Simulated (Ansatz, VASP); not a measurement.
# MgI2: VASP beside Ansatz

Aim: how closely do two programs agree when they are given the same cell, functional and k mesh? Of the first pair: The structure shown is the end of the Ansatz relaxation below.

Main program and level: Ansatz 0.2.0; plane waves, with VASP 6.6.1 beside it; single point at LDA.

### 1. The structure

The cell holds 3 atoms: 1 Mg and 2 I. Cell: a = 4.071 Å, b = 4.071 Å, c = 30.400 Å, α = 90.0°, β = 90.0°, γ = 120.0°. Vacuum lies along c.

### 2. Ansatz: relaxation, LDA

Ansatz runs on its default PAW (the set named soft_2) files.

This run makes the geometry at which the two programs are then compared.

The input, input.yaml:

```yaml
crystal:
  lattice:
    - [4.071492594, 0.0, 0.0]
    - [-2.035746297, 3.5260160177, 0.0]
    - [0.0, 0.0, 30.4]
  atoms:
    - { symbol: Mg, position: [0.0, 0.0, 0.3289473684] }
    - { symbol: I, position: [0.3333333333, 0.6666666667, 0.383416156] }
    - { symbol: I, position: [0.6666666667, 0.3333333333, 0.2744785809] }
  periodic: [true, true, false]
kpoints:
  mp_grid: { grid: [6, 6, 1] }
hamiltonian:
  xc: lda
scf:
  occupations: { method: fixed }
output:
  forces: true
  stress: true
  eigenvalues: true
relax:
  adjacent_minimum: "off"
  f_tol: 0.001
  max_steps: 60
  cell: { stress_2d_tol: 0.002 }
```

Command:

```
> ansatz run input.yaml --threads 4 --pin off --max-ram 14336MiB --backend cpu --events-out ev --progress --plain --runs-dir out
```

Numbers of over 12 decimals in the logs are rounded to 6 here.

The program printed:

```text
Engine: ansatz 0.2.0, x86_64-unknown-linux-gnu
Pseudopotentials: kind: paw
Pseudopotential: Mg, paw, valence charge 10, recommended cutoff 420 eV (normal), Mg.paw.azcp
Pseudopotential: I, paw, valence charge 17, recommended cutoff 420 eV (normal), I.paw.azcp
Functional definition: SPW92
  exchange = slater_x
  correlation = pw_c
Crystal: 3 atoms, lattice volume = 436.427 Å³
Basis set: ecut = 420 eV, 8513 PW (Γ)
Bands: 27, of which v1, the nominal top of the filled ones, is band 22 counted from 1 (21 counted from 0)
Symmetry: 12 space group operations
Space group: P-3m1 (ITA 164), of the structure as read, at distance tolerance 7.6e-5 Å
k-points: 7 of 36
Non-local potential: Mg, projectors of the file, l = 0: 3, l = 1: 2, l = 2: 1
Non-local potential: I, projectors of the file, l = 0: 2, l = 1: 2, l = 2: 2, l = 3: 2
PAW form: soft (Blöchl's): semilocal exchange-correlation on the pseudo side does not see the compensation charge
PAW frozen core: Mg, regenerated for the run's functional, and the local potential with it (the file was generated under x = pbe(κ = 0.804, μ = 0.219515), c = pbe(β = 0.066725))
PAW frozen core: I, regenerated for the run's functional, and the local potential with it (the file was generated under x = pbe(κ = 0.804, μ = 0.219515), c = pbe(β = 0.066725))
PAW one-centre angular grid: Mg, 110 points (default); XC on 64 Gauss nodes
PAW one-centre angular grid: I, 590 points (default); XC on 64 Gauss nodes
Initial density: superposition of atomic densities (neutral atoms: chi_scale 0, normalization atom), corrected by the library's trained network
Initial wavefunctions: pseudopotential atomic-orbital guess
Functional: x = slater, c = lda
SCF iter   1: F=—  HF=-16616.438158 eV  |F-HF|=—  |Δ(HF+E_count)|=         —  Δρ=2.39e-3  dr2=1.12e-2  ethr=1.77e-3  ⟨swp⟩=10.1  Hψ=1023  notcnv=0  defer=18
preconditioner: auto → Resta (q_TF=auto, 1.861 Å⁻¹)  ε∞=1.5  [insulator: Δε(μ)=3.515 eV  Ē_g=10.282 eV  n_scr=48 (ndim 8)  ℏωp=7.1 eV  f_vac=0.761  ε∞_Penn≈1.5  vacuum switching on, ρ_ref=7.7e-3 e/Å³]
SCF iter   2: F=—  HF=-16616.431178 eV  |F-HF|=—  |Δ(HF+E_count)|=   6.98e-3  Δρ=1.01e-3  dr2=1.84e-3  ethr=2.55e-5  ⟨swp⟩=5.3  Hψ=488  notcnv=0  defer=20
SCF iter   3: F=—  HF=-16616.431211 eV  |F-HF|=—  |Δ(HF+E_count)|=   3.34e-5  Δρ=2.99e-4  dr2=5.07e-4  ethr=4.18e-6  ⟨swp⟩=3.1  Hψ=373  notcnv=0  defer=20
SCF iter   4: F=—  HF=-16616.431175 eV  |F-HF|=—  |Δ(HF+E_count)|=   3.62e-5  Δρ=8.89e-5  dr2=5.22e-5  ethr=1.15e-6  ⟨swp⟩=4.0  Hψ=418  notcnv=0  defer=20
SCF iter   5: F=—  HF=-16616.431220 eV  |F-HF|=—  |Δ(HF+E_count)|=   4.50e-5  Δρ=1.46e-5  dr2=8.46e-7  ethr=1.19e-7  ⟨swp⟩=3.1  Hψ=273  notcnv=0  defer=20
iter 6 did not close the SCF: its close was put off until two iterations running show no level that it waits for move by more than its bar (scf_convergence_deferred on its scf_iter line)
SCF iter   6: F=-16616.431221 eV  HF=-16616.431221 eV  |F-HF|=2.00e-7  |Δ(HF+E_count)|=   7.76e-7  Δρ=3.06e-6  dr2=4.50e-8  ethr=2.27e-10  ⟨swp⟩=33.3  Hψ=1863  notcnv=0
iter 7 did not close the SCF: its close was put off until two iterations running show no level that it waits for move by more than its bar (scf_convergence_deferred on its scf_iter line)
SCF iter   7: F=-16616.431221 eV  HF=-16616.431221 eV  |F-HF|=3.27e-9  |Δ(HF+E_count)|=   2.01e-7  Δρ=6.82e-7  dr2=2.59e-9  ethr=1.02e-10  ⟨swp⟩=5.9  Hψ=773  notcnv=0
SCF iter   8: F=-16616.431221 eV  HF=-16616.431221 eV  |F-HF|=2.11e-10  |Δ(HF+E_count)|=   4.19e-9  Δρ=1.56e-7  dr2=1.24e-10  ethr=5.90e-12  ⟨swp⟩=2.7  Hψ=640  notcnv=0
SCF 1 converged in 8 iterations: F = -16616.431221 eV  dr2 = 1.24e-10
  greatest PAW one-centre occupation: 1.000 electrons in one spin orbital (limit 2), on the Mg atom at site 0 (counted from 0), in its partial waves of l = 0
relax step   1: F+E_penalty+E_count = -16616.43122121 eV  Δ(F+E_penalty+E_count) = +0.000e0 eV  max|allowed force component| = 2.031e-5 eV/Å  Δτ_max = 0.0000 Å  P = -0.002 N/m  Ω = 436.427 Å³  fix = [c, alpha, beta]  reactions: c -0.000 N/m  (8 SCF iters, dr2 threshold 1.00e-7 eV, accepted)
[...]
relax step   2: F+E_penalty+E_count = -16616.43122231 eV  Δ(F+E_penalty+E_count) = -1.099e-6 eV  max|allowed force component| = 1.421e-4 eV/Å  Δτ_max = 0.0001 Å  P = -0.001 N/m  Ω = 436.400 Å³  energy of the carried Pulay correction = +1.007e-6 eV  fix = [c, alpha, beta]  reactions: c -0.000 N/m  (5 SCF iters, dr2 threshold 8.22e-12 eV, accepted)
[...]
relax step   3: F+E_penalty+E_count = -16616.43122231 eV  Δ(F+E_penalty+E_count) = +1.019e-10 eV  max|allowed force component| = 1.420e-4 eV/Å  Δτ_max = 0.0000 Å  P = -0.001 N/m  Ω = 436.400 Å³  fix = [c, alpha, beta]  reactions: c -0.000 N/m  stress off target by 1.29e-3 N/m on what of the cell is left free  SCF on the basis re-selected at this cell (its energy is not comparable with the rows above)  (10 SCF iters)
basis re-selected at this cell: Δ(F+E_penalty+E_count) = +1.019e-10 eV, ΔP = +0.000 N/m vs the last step (what re-selecting the basis moved, of the pressure what is left beyond the Pulay correction that the steps carried, after the strain that the cell walked since its last selection, with what the two solves' SCF thresholds leave and, on support functions, any second-order correction that the steps lacked; it is no  [...]
SCF converged after 10 iterations
Free energy (F): -16616.431222 eV
Harris-Foulkes:  -16616.431222 eV  (|F-HF|=1.82e-11)
Internal energy: -16616.431222 eV  (E = F + TS)
E sigma→0 (E₀):  -16616.431222 eV
Fermi energy:    -6.475985 eV
--- Per-component energies (eV) ---
  E_band       = -1622.122925
  E_kinetic    = 457.299007
  E_local      = -76523.809398  (includes V_loc(G=0)·N_el)
  E_nonlocal   = -74.639592
  E_hartree    = 37842.433823
  E_xc         = -284.085974
  E_vxc        = -295.671703  (∫ρ·V_xc dr)
  E_paw        = -9592.306267  (= ΣΔE_a)
  E_vpaw       = -870.168978  (= ΣTr[D̂ρ^β])
  E_aug_tail   = 0.000105  (compensation charges beyond the density's cutoff)
  E_ewald      = 31556.964165
  E_core_change = 1.712909  (= ΣΔE_core)
  E_smearing   = -0.000000  (= −TS)
  E_closure    = 0.000000  (closes the sum)
  Σ components = -16616.431222   (vs F -16616.431222, Δ=0.00e0)
--- Forces (eV/Å), atoms counted from 1 ---
  atom   1  Mg     0.00000000    -0.00000000     0.00000000
  atom   2  I      0.00000000     0.00000000    -0.00014204
  atom   3  I      0.00000000    -0.00000000     0.00014204
  max |Σ_I F_I| component: 1.16e-18 eV/Å
--- 2D stress c σ (N/m, compression-positive) ---
       -0.001289      -0.000000       0.000000
        0.000000      -0.001289       0.000000
        0.000000       0.000000       0.000000
  P = ½ c Tr σ = -0.0013 N/m
--- Band table (eV; the first three rows and the last of 7) ---
  k-point 0: bands = [... 18 lower, -6.7761, -6.7761, -6.4760, -6.4760, -2.4283, -1.6655 (-1.6655°), -0.4197 (-0.4244°), -0.3717, ... 1 higher]
  k-point 1: bands = [... 18 lower, -7.3764, -7.1327, -7.0978, -6.5800, -1.7125, -1.0881 (-1.0881°), -0.3790 (-0.3798°), -0.2830, ... 1 higher]
  k-point 2: bands = [... 18 lower, -8.1941, -7.5608, -7.1692, -6.8605, -2.4756, -1.1428, -0.6036 (-0.6036°), 0.3584, ... 1 higher]
  k-point 6: bands = [... 18 lower, -9.1690, -8.6423, -7.3775, -7.3775, -2.0932, -0.1407, -0.1407, 1.5223, ... 1 higher]
  ° read free of the cell's end (the report's vacuum.weakly_bound_levels)
--- Relaxed structure (2 steps of the walk, 2 accepted, 1 SCFs on fresh bases) ---
  F+E_penalty+E_count = -16616.43122231 eV   max|allowed force component| = 1.420e-4 eV/Å   (the final SCF, on the basis selected at the relaxed cell)
  cell:  # Å, volume = 436.3998 Å³
    - [4.071366, 0.0, 0.0]
    - [-2.035683, 3.525907, 0.0]
    - [0.0, 0.0, 30.4]
  atoms:
    - { symbol: Mg, position: [0, 0.0, 0.328947] }
    - { symbol: I, position: [0.333333, 0.666667, 0.383418] }
    - { symbol: I, position: [0.666667, 0.333333, 0.274476] }
```

### 3. VASP: single point, LDA, relaxed cell, pair 1

The same cell, functional (in two slightly different forms) and mesh now go to VASP, with its own data sets.

Lines of VASP's logs that name or quote its potential files are left out, and so is its time.

The input, INCAR:

```
SYSTEM = MgI2
PREC = Accurate
ENCUT = 520
EDIFF = 1E-06
NELM = 120
ISMEAR = 0
SIGMA = 0.01
LREAL = .FALSE.
ALGO = Normal
GGA = CA
NBANDS = 14
LORBIT = 11
LWAVE = .FALSE.
LCHARG = .FALSE.
ISIF = 2
LDIPOL = .TRUE.
IDIPOL = 3
DIPOL = 0.5 0.5 0.329
LVHAR = .TRUE.
LASPH = .TRUE.
GGA_COMPAT = .FALSE.
EFERMI = MIDGAP
NELMDL = -8
```

The input, POSCAR:

```
MgI2
1.0
    4.0713661588      0.0000000000      0.0000000000
   -2.0356830794      3.5259065216      0.0000000000
    0.0000000000      0.0000000000     30.4000000000
Mg I
1 2
Direct
    0.0000000000      0.0000000000      0.3289473684
    0.3333333333      0.6666666667      0.3834184131
    0.6666666667      0.3333333333      0.2744763238
```

The input, KPOINTS:

```
Automatic mesh
0
Gamma
6 6 1
0 0 0
```

PAW data sets: Mg and I (LDA family, release 64).

Command:

```
> mpirun -np 1 vasp_std
```

The program printed:

```text
[banner, memory and clock lines left out]
running    1 mpi-ranks, on    1 nodes
 distrk:  each k-point on    1 cores,    1 groups
 distr:  one band on    1 cores,    1 groups

 POSCAR found type information on POSCAR MgI
 POSCAR found :  2 types and       3 ions
 LDA part: xc-table for (Slater(with rela. corr.)+CA(PZ))
 , standard interpolation
 POSCAR, INCAR and KPOINTS ok, starting setup
 FFT: planning ... GRIDC
 FFT: planning ... GRID_SOFT
 FFT: planning ... GRID
 WAVECAR not read
 entering main loop
       N       E                     dE             d eps       ncg     rms          rms(c)
DAV:   1     0.118074610147E+03    0.11807E+03   -0.40911E+03   196   0.731E+02
DAV:   2     0.965531042301E+01   -0.10842E+03   -0.97836E+02   314   0.115E+02
DAV:   3    -0.834325639571E+01   -0.17999E+02   -0.17856E+02   274   0.605E+01
DAV:   4    -0.912560405063E+01   -0.78235E+00   -0.78172E+00   256   0.159E+01
DAV:   5    -0.915408185271E+01   -0.28478E-01   -0.28476E-01   286   0.352E+00
DAV:   6    -0.915453999617E+01   -0.45814E-03   -0.45814E-03   294   0.381E-01
DAV:   7    -0.915454446980E+01   -0.44736E-05   -0.44734E-05   292   0.414E-02
DAV:   8    -0.915454451282E+01   -0.43021E-07   -0.42826E-07   208   0.441E-03    0.431E+00
DAV:   9    -0.902700685968E+01    0.12754E+00   -0.12416E-01   226   0.165E+00    0.281E+00
DAV:  10    -0.899597495945E+01    0.31032E-01   -0.15131E-01   238   0.183E+00    0.448E-01
DAV:  11    -0.899052276039E+01    0.54522E-02   -0.21772E-02   220   0.757E-01    0.270E-01
DAV:  12    -0.899052081750E+01    0.19429E-05   -0.11105E-03   244   0.195E-01    0.142E-01
DAV:  13    -0.899049368486E+01    0.27133E-04   -0.11265E-04   256   0.622E-02    0.453E-02
DAV:  14    -0.899055761959E+01   -0.63935E-04   -0.38236E-05   220   0.269E-02    0.535E-02
DAV:  15    -0.899056766103E+01   -0.10041E-04   -0.36067E-06   262   0.108E-02    0.240E-02
DAV:  16    -0.899060086668E+01   -0.33206E-04   -0.38267E-06   238   0.903E-03    0.156E-02
DAV:  17    -0.899064171527E+01   -0.40849E-04   -0.54655E-06   244   0.950E-03    0.231E-02
DAV:  18    -0.899065005731E+01   -0.83420E-05   -0.39514E-07   208   0.273E-03    0.174E-02
DAV:  19    -0.899066449438E+01   -0.14437E-04   -0.18255E-06   216   0.515E-03    0.431E-03
DAV:  20    -0.899066842980E+01   -0.39354E-05   -0.11459E-07   188   0.170E-03    0.453E-03
DAV:  21    -0.899067141139E+01   -0.29816E-05   -0.57122E-08   188   0.111E-03    0.911E-04
DAV:  22    -0.899067379111E+01   -0.23797E-05   -0.45354E-08   188   0.781E-04    0.966E-04
DAV:  23    -0.899067469263E+01   -0.90152E-06   -0.17541E-08   194   0.446E-04
   1 F= -.89906747E+01 E0= -.89906747E+01  d E =0.000000E+00
```

OUTCAR, selected parts (step 3):

```text
ion  position               nearest neighbor table
   1  0.000  0.000  0.329-   3 2.88   3 2.88   3 2.88   2 2.88   2 2.88   2 2.88
   2  0.333  0.667  0.383-   1 2.88   1 2.88   1 2.88
   3  0.667  0.333  0.274-   1 2.88   1 2.88   1 2.88

  LATTYP: Found a hexagonal cell.
 ALAT       =     4.0713661588
 C/A-ratio  =     7.4667811281

 Subroutine GETGRP returns: Found 12 space group operations
 (whereof  6 operations were pure point group operations)

The static configuration has the point symmetry C_3v.
 The point group associated with its full space group is D_3d.

 Found      7 irreducible k-points:

   k-points           NKPTS =      7   k-points in BZ     NKDIM =      7   number of bands    NBANDS=     14

   dimension x,y,z NGX =    30 NGY =   30 NGZ =  240
   dimension x,y,z NGXF=    60 NGYF=   60 NGZF=  480

   ENCUT  =  520.0 eV  38.22 Ry    6.18 a.u.   7.57  7.57 56.52*2*pi/ulx,y,z

   NELECT =      16.0000    total number of electrons

 k-points in reciprocal lattice and weights: Automatic mesh
   0.00000000  0.00000000  0.00000000       0.028
   0.16666667  0.00000000  0.00000000       0.167
   0.33333333  0.00000000  0.00000000       0.167
   0.50000000  0.00000000  0.00000000       0.083
   0.16666667  0.16666667  0.00000000       0.167
   0.33333333  0.16666667  0.00000000       0.333
   0.33333333  0.33333333  0.00000000       0.056

 dipolmoment           0.000000      0.000000      0.000006 electrons x Angstroem

 average (electrostatic) potential at core
       1 -45.3550       2 -99.6476       3 -99.6476

 E-fermi :  -2.7056

 k-point     1 :       0.0000    0.0000    0.0000
  band No.  band energies     occupation
    ...
      4      -5.2915      2.00000
      5      -4.7606      2.00000
      6      -4.7606      2.00000
      7      -4.4592      2.00000
      8      -4.4592      2.00000
      9      -0.4019      0.00000
     10       0.3447      0.00000
     11       1.5977      0.00000
     12       1.6332      0.00000
     13       2.0838      0.00000
    ...

 k-point     2 :       0.1667    0.0000    0.0000
  band No.  band energies     occupation
    ...
      4      -5.9408      2.00000
      5      -5.3619      2.00000
      6      -5.1155      2.00000
      7      -5.0847      2.00000
      8      -4.5628      2.00000
      9       0.3038      0.00000
     10       0.9187      0.00000
     11       1.6299      0.00000
     12       1.7256      0.00000
     13       2.3121      0.00000
    ...

 k-point     3 :       0.3333    0.0000    0.0000
  band No.  band energies     occupation
    ...
      4      -7.2204      2.00000
      5      -6.1819      2.00000
      6      -5.5503      2.00000
      7      -5.1517      2.00000
      8      -4.8441      2.00000
      9      -0.4759      0.00000
     10       0.8591      0.00000
     11       1.3921      0.00000
     12       2.3541      0.00000
     13       2.6416      0.00000
    ...

  Total       -0.0670430     -0.0670430     -0.0382200     -0.0000000      0.0000000      0.0000000
  in kB       -0.2461386     -0.2461386     -0.1403190     -0.0000000      0.0000000      0.0000000
  external PRESSURE =      -0.2108654 kB  Pullay stress =       0.0000000 kB

  energy-cutoff  :      520.00
  volume of cell :      436.40
      direct lattice vectors                 reciprocal lattice vectors
     4.071366159  0.000000000  0.000000000     0.245617800  0.141807503  0.000000000
    -2.035683079  3.525906522  0.000000000     0.000000000  0.283615006  0.000000000
     0.000000000  0.000000000 30.400000000     0.000000000  0.000000000  0.032894737

 POSITION                                       TOTAL-FORCE (eV/Angst)
 -----------------------------------------------------------------------------------
      0.00000      0.00000     10.00000        -0.000000     -0.000000      0.000000
     -0.00000      2.35060     11.65592        -0.000000      0.000000     -0.010759
      2.03568      1.17530      8.34408         0.000000      0.000000      0.010759
 -----------------------------------------------------------------------------------
    total drift:                               -0.000000      0.000000      0.000011

  FREE ENERGIE OF THE ION-ELECTRON SYSTEM (eV)
  ---------------------------------------------------
  free  energy   TOTEN  =        -8.9906746926 eV

  energy  without entropy=       -8.9906746926  energy(sigma->0) =       -8.99067469

 vacuum level on the upper side and lower side of the slab         2.023         2.023

 total charge
# of ion       s       p       d       tot
------------------------------------------
    1        0.149   0.127   0.032   0.308
    2        1.510   2.830   0.014   4.353
    3        1.510   2.830   0.014   4.353
--------------------------------------------------
tot          3.169   5.787   0.059   9.015

[... 3 further parts left out ...]
```

The run ends at a pressure of -0.02 GPa, with forces up to 0.011 eV/Å.

[end of part 1 of 2]

[Lines on the potential files, build, host, timing and source positions are cut from VASP's logs without a mark.]

[Logs are printed without paths, hosts, clocks, repeated set-up lines and the standing remarks that a program may print on its own settings, such as how far it seeks lower states.]

[Hosts, paths, dates, database ids (printed as entryN), source tags and the programs' standing remarks are cut or masked in the printed files.]
